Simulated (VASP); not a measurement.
```xyz
3
Lattice="4.3971 0.0000 0.0000 -2.1985 3.8080 0.0000 0.0000 0.0000 2.4647" Properties=species:S:1:pos:R:3 pbc="T T T"
P      0.0000     0.0250     0.0000
P      0.0000     2.5386     1.2324
P      2.1985     1.2693     1.2324
```

The numbers are results of PBEsol GGA, VASP's PBE PAW potentials (set 64) (plane waves; VASP), not measurements. Settings: 480 eV cut-off, 8×8×12 Γ-centred mesh, first-order Methfessel-Paxton smearing of 0.10 eV, potentials P.

Q: Give the stress tensor in GPa (positive for a compressed cell).

A: 
```
0.08  0.00  0.00
0.00  0.06  0.00
0.00  0.00  1.51
```
The pressure is its mean diagonal, 0.55 GPa.

The structure was generated: P was put into the omega type (P6/mmm), which need not be its known phase. This cell was strained or had an atom moved on purpose. VASP warned that the highest band is occupied, so more bands are needed.
